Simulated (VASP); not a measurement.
Computed with PBEsol GGA, VASP's PBE PAW potentials (set 64) (plane waves; VASP).

Input for VASP

INCAR:
```
! general
SYSTEM  = ScIn3
PREC    = Accurate
ENCUT   = 300
LREAL   = .FALSE.
LASPH   = .TRUE.

! electronic loop
EDIFF   = 1E-6
NELM    = 100
ALGO    = Normal
LMAXMIX = 4

! smearing
ISMEAR  = -1
SIGMA   = 0.1

! functional
GGA     = PS

! ions
ISIF    = 2

! output
LWAVE   = .FALSE.
LCHARG  = .FALSE.
```

### KPOINTS
```
Automatic
0
Gamma
 6 6 6
0 0 0
```

**POSCAR**
```
ScIn3
8.8115520
  0.5000000000   0.0000000000   0.0000000000
  0.0000000000   0.5000000000   0.0000000000
  0.0000000000   0.0000000000   0.5000000000
Sc In
1 3
Direct
  0.0000000000   0.0000000000   0.0000000000
  0.0000000000   0.5000000000   0.5000000000
  0.5000000000   0.0000000000   0.5000000000
  0.5000000000   0.5000000000   0.0000000000
```

POTCAR, in this order: Sc_sv In_d (PBE.64 set). Program: vasp_std.

What VASP printed:

OSZICAR:
```
       N       E                     dE             d eps       ncg     rms          rms(c)
DAV:   1     0.436393049975E+03    0.43639E+03   -0.17582E+04  1200   0.161E+03
DAV:   2     0.219934724750E+02   -0.41440E+03   -0.40885E+03  1200   0.494E+02
DAV:   3    -0.168340481790E+02   -0.38828E+02   -0.38304E+02  1490   0.184E+02
DAV:   4    -0.183003525539E+02   -0.14663E+01   -0.14596E+01  1622   0.389E+01
DAV:   5    -0.183550608563E+02   -0.54708E-01   -0.54682E-01  1846   0.721E+00    0.968E+00
DAV:   6    -0.171890688320E+02    0.11660E+01   -0.49201E+00  1630   0.171E+01    0.339E+00
DAV:   7    -0.171022063355E+02    0.86862E-01   -0.35143E-01  1690   0.596E+00    0.191E+00
DAV:   8    -0.170722871212E+02    0.29919E-01   -0.96903E-02  1634   0.280E+00    0.517E-01
DAV:   9    -0.170701397682E+02    0.21474E-02   -0.17776E-02  1546   0.156E+00    0.169E-01
DAV:  10    -0.170698554774E+02    0.28429E-03   -0.30748E-03  1800   0.519E-01    0.785E-02
DAV:  11    -0.170698314977E+02    0.23980E-04   -0.25200E-04  1832   0.139E-01    0.265E-02
DAV:  12    -0.170698319511E+02   -0.45349E-06   -0.59046E-05  1728   0.444E-02    0.126E-02
DAV:  13    -0.170698294568E+02    0.24943E-05   -0.22010E-05  1444   0.331E-02    0.231E-03
DAV:  14    -0.170698295266E+02   -0.69773E-07   -0.83156E-07   914   0.751E-03
   1 F= -.17069830E+02 E0= -.17045389E+02  d E =-.488808E-01
```

**OUTCAR**
```
------------------------ aborting loop because EDIFF is reached ----------------------------------------
  FORCE on cell =-STRESS in cart. coord.  units (eV):
  Direction    XX          YY          ZZ          XY          YZ          ZX
  --------------------------------------------------------------------------------------
  Total        0.9772126      0.9772126      0.9772126      0.0000000      0.0000000     -0.0000000
  in kB       18.3076423     18.3076423     18.3076423      0.0000000      0.0000000     -0.0000000
  external PRESSURE =      18.3076423 kB  Pullay stress =       0.0000000 kB
  volume of cell :       85.52
      direct lattice vectors                 reciprocal lattice vectors
     4.405776000  0.000000000  0.000000000     0.226974771  0.000000000  0.000000000
     0.000000000  4.405776000  0.000000000     0.000000000  0.226974771  0.000000000
     0.000000000  0.000000000  4.405776000     0.000000000  0.000000000  0.226974771
 POSITION                                       TOTAL-FORCE (eV/Angst)
 -----------------------------------------------------------------------------------
      0.00000      0.00000      0.00000         0.000000      0.000000      0.000000
      0.00000      2.20289      2.20289         0.000000      0.000000      0.000000
      2.20289      0.00000      2.20289         0.000000      0.000000      0.000000
      2.20289      2.20289      0.00000         0.000000      0.000000      0.000000
 -----------------------------------------------------------------------------------
    total drift:                                0.000000      0.000000      0.000000
  FREE ENERGIE OF THE ION-ELECTRON SYSTEM (eV)
  ---------------------------------------------------
  free  energy   TOTEN  =       -17.0698295266 eV

  energy  without entropy=      -17.0209486862  energy(sigma->0) =      -17.04538911
```
(Selected blocks of OUTCAR.)

At this cut-off the stress carries a Pulay error, which pulls relaxed volumes low.

The structure comes from a computed database's ScIn3 entry (Pm-3m); how it stands against other phases isn't given here. The cell was not relaxed at this level, and its volume differs by -5.9 % from the start's.
